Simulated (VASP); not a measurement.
## Sn3Te2Se (space group P-3m1): computed properties

All values below come from r2SCAN meta-GGA, VASP's PBE PAW potentials (set 64) (plane waves; VASP).

For Sn3Te2Se, the space group is P-3m1 (164). The cell comes out as a = b = 4.423 Å, c = 10.805 Å, α = β = 90.00°, γ = 120.00° and the volume per atom comes out as 30.50 Å^3/atom. The band gap (over mesh and band path) is none (metal, semimetal or under 0.01 eV) and the density comes out as 6.26 g/cm³.

```cif
data_SeSn3Te2
_chemical_formula_sum 'Sn3 Te2 Se1'
_space_group_name_H-M_alt 'P-3m1'
_space_group_IT_number 164
_space_group_name_Hall '-P 3 2"'
_cell_length_a 4.42266
_cell_length_b 4.42266
_cell_length_c 10.80458
_cell_angle_alpha 90.000
_cell_angle_beta 90.000
_cell_angle_gamma 120.000
loop_
_atom_site_label
_atom_site_type_symbol
_atom_site_symmetry_multiplicity
_atom_site_Wyckoff_symbol
_atom_site_fract_x
_atom_site_fract_y
_atom_site_fract_z
_atom_site_occupancy
Sn1 Sn 1 b 0.00000 0.00000 0.50000 1
Sn2 Sn 2 d 0.33333 0.66667 0.15198 1
Te1 Te 2 d 0.66667 0.33333 0.32583 1
Se1 Se 1 a 0.00000 0.00000 0.00000 1
```

Unless said otherwise, spin-orbit coupling is left out, though it shifts the bands of the heavy elements here.

The structure comes from a computed database's Sn3Te2Se entry (P-3m1); how it stands against other phases isn't given here. It was relaxed first. Symmetry was kept, so distortions that lower it aren't found.
